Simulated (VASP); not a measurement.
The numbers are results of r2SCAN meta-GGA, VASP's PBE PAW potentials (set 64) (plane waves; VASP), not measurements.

A VASP calculation is set up with these files.

### KPOINTS
```
Automatic
0
G
6 6 10
0 0 0
```

### INCAR
```
! general
SYSTEM  = TiO2
PREC    = Accurate
ENCUT   = 520
LREAL   = F
LASPH   = T
NBANDS  = 84

! electronic loop
EDIFF   = 1E-7
NELM    = 100
ALGO    = Normal   ! blocked Davidson
LMAXMIX = 4
LMIXTAU = T

! smearing
ISMEAR  = 0
SIGMA   = 0.01

! functional
METAGGA = R2SCAN

! output
LWAVE   = F
LCHARG  = F
NEDOS   = 1001   ! DOS grid

! other
LOPTICS = T
LPEAD   = T
CSHIFT  = 0.1
```

### POSCAR
```
TiO2
4.6023310
  0.9999999402   0.0000000000   0.0000000000
  0.0000000000   0.9999999402   0.0000000000
  0.0000000000   0.0000000000   0.6431872684
Ti O
2 4
Cart
  0.9999999402   0.0000000000   0.0000000000
  0.4999999701   0.4999999701   0.3215936342
  0.3045124871   0.3045124871   0.6431872684
  0.8045124572   0.1954874830   0.3215936342
  0.1954874830   0.8045124572   0.3215936342
  0.6954874531   0.6954874531   0.0000000000
```

POTCAR, in this order: Ti_sv O (PBE.64 set). Program: vasp_std.

Output of the run:

**OSZICAR**
```
       N       E                     dE             d eps       ncg     rms          rms(c)
DAV:   1     0.497676155233E+03    0.49768E+03   -0.16961E+04 10144   0.687E+02
DAV:   2    -0.394487195709E+02   -0.53712E+03   -0.48643E+03 10184   0.237E+02
DAV:   3    -0.994519208561E+02   -0.60003E+02   -0.57215E+02 12900   0.795E+01
DAV:   4    -0.101974272971E+03   -0.25224E+01   -0.24995E+01 11940   0.148E+01
DAV:   5    -0.102004630464E+03   -0.30357E-01   -0.30352E-01 11416   0.153E+00    0.325E+01
DAV:   6    -0.725881007120E+02    0.29417E+02   -0.46967E+00 11780   0.364E+01    0.842E+00
DAV:   7    -0.689100998924E+02    0.36780E+01   -0.24842E+00 10932   0.554E+00    0.574E+00
DAV:   8    -0.738140225174E+02   -0.49039E+01   -0.99441E-01 10580   0.431E+00    0.343E+00
DAV:   9    -0.694256319311E+02    0.43884E+01   -0.53411E-01 10608   0.368E+00    0.950E-01
DAV:  10    -0.696910667161E+02   -0.26543E+00   -0.13232E-01 10320   0.171E+00    0.466E-01
DAV:  11    -0.697326574436E+02   -0.41591E-01   -0.12723E-02 11392   0.466E-01    0.426E-01
DAV:  12    -0.697938269744E+02   -0.61170E-01   -0.20034E-02 10600   0.543E-01    0.116E-01
DAV:  13    -0.697945485927E+02   -0.72162E-03   -0.25817E-03 10552   0.217E-01    0.826E-02
DAV:  14    -0.697959470450E+02   -0.13985E-02   -0.68672E-04 11044   0.139E-01    0.916E-02
DAV:  15    -0.697959696684E+02   -0.22623E-04   -0.11235E-04 11480   0.703E-02    0.118E-02
DAV:  16    -0.697960251052E+02   -0.55437E-04   -0.44313E-05 10572   0.243E-02    0.950E-03
DAV:  17    -0.697960615185E+02   -0.36413E-04   -0.11063E-05 10536   0.147E-02    0.246E-03
DAV:  18    -0.697960649510E+02   -0.34325E-05   -0.19047E-06 11056   0.622E-03    0.158E-03
DAV:  19    -0.697960653413E+02   -0.39024E-06   -0.23468E-07 11040   0.164E-03    0.527E-04
DAV:  20    -0.697960652426E+02    0.98656E-07   -0.30211E-08  9276   0.718E-04
   1 F= -.69796065E+02 E0= -.69796065E+02  d E =-.105340E-84
 imaginary and real dielectric function
```

### OUTCAR
```
------------------------ aborting loop because EDIFF is reached ----------------------------------------
  FORCE on cell =-STRESS in cart. coord.  units (eV):
  Direction    XX          YY          ZZ          XY          YZ          ZX
  --------------------------------------------------------------------------------------
  Total       -0.0096191     -0.0096191      0.0300777      0.0000000      0.0000000      0.0000000
  in kB       -0.2457962     -0.2457962      0.7685721      0.0000000      0.0000000      0.0000000
  external PRESSURE =       0.0923266 kB  Pullay stress =       0.0000000 kB
  volume of cell :       62.70
      direct lattice vectors                 reciprocal lattice vectors
     4.602330725  0.000000000  0.000000000     0.217281212  0.000000000  0.000000000
     0.000000000  4.602330725  0.000000000     0.000000000  0.217281212  0.000000000
     0.000000000  0.000000000  2.960160704     0.000000000  0.000000000  0.337819497
 POSITION                                       TOTAL-FORCE (eV/Angst)
 -----------------------------------------------------------------------------------
      0.00000      0.00000      0.00000         0.000000     -0.000000     -0.000000
      2.30117      2.30117      1.48008         0.000000     -0.000000     -0.000000
      1.40147      1.40147      0.00000         0.003155      0.003155     -0.000000
      3.70263      0.89970      1.48008         0.003155     -0.003155      0.000000
      0.89970      3.70263      1.48008        -0.003155      0.003155     -0.000000
      3.20086      3.20086      0.00000        -0.003155     -0.003155      0.000000
 -----------------------------------------------------------------------------------
    total drift:                                0.000000      0.000000      0.000000
  FREE ENERGIE OF THE ION-ELECTRON SYSTEM (eV)
  ---------------------------------------------------
  free  energy   TOTEN  =       -69.7960652426 eV

  energy  without entropy=      -69.7960652426  energy(sigma->0) =      -69.79606524

 plasma frequency squared (from intraband transitions) (eV^2)
  --------------------------------------------------------------------------------------
       0.000       0.000       0.000
       0.000       0.000       0.000
       0.000       0.000       0.000

 plasma frequency squared (from interband transitions, int dw w eps(2)(w)) (eV^2)
  --------------------------------------------------------------------------------------
     746.269       0.000       0.000      -0.000       0.000       0.000
       0.000       0.000     746.269       0.000       0.000       0.000
       0.000       0.000       0.000       0.000     748.755       0.000
```
(Selected blocks of OUTCAR.)

The dielectric response may not be converged in the k-mesh; for small gaps it tends to come out too large.

The compound is TiO2 in the rutile structure. It was relaxed first.
